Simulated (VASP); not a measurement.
Elastic constants (GPa) of a crystal from PBEsol GGA, VASP's PBE PAW potentials (set 64) (VASP):

|  | xx | yy | zz | yz | xz | xy |
|---|---|---|---|---|---|---|
| xx | 655.7 | 111.6 | 111.6 | 0.0 | 0.0 | 0.0 |
| yy | 111.6 | 655.7 | 111.6 | 0.0 | 0.0 | 0.0 |
| zz | 111.6 | 111.6 | 655.7 | 0.0 | 0.0 | 0.0 |
| yz | 0.0 | 0.0 | 0.0 | 130.2 | 0.0 | 0.0 |
| xz | 0.0 | 0.0 | 0.0 | 0.0 | 130.2 | 0.0 |
| xy | 0.0 | 0.0 | 0.0 | 0.0 | 0.0 | 130.2 |

Finite-difference elastic constants of metals are sensitive to mesh and smearing; shear constants can be off by tens of GPa.

**Question.** Work out the Voigt, Reuss and Hill moduli, Young's modulus and Poisson's ratio.

**Answer.** All eigenvalues are positive (smallest 130.2 GPa), so the crystal is stable. K_V = (C11+C22+C33+2(C12+C13+C23))/9 = (1967.1 + 2×334.8)/9 = 293.0 GPa; G_V = (1967.1 − 334.8 + 3×390.6)/15 = 186.9 GPa. From the compliances, K_R = 293.0 GPa and G_R = 164.5 GPa. Hill: K = 293.0 GPa, G = 175.7 GPa, E = 9KG/(3K+G) = 439.3 GPa, ν = (3K−2G)/(2(3K+G)) = 0.250. K/G = 1.67, below Pugh's 1.75; universal anisotropy A^U = 0.68.

**Question.** With a density of 14.12 g/cm³, what are the mean sound speeds?

**Answer.** v_l = √((K+4G/3)/ρ) = 6.11 km/s and v_t = √(G/ρ) = 3.53 km/s. The crystal is HfN (rock salt), cubic.

The compound is HfN in the rock salt structure. It was relaxed first. The electron count is odd and the run is not spin-polarised, which forces a metal.
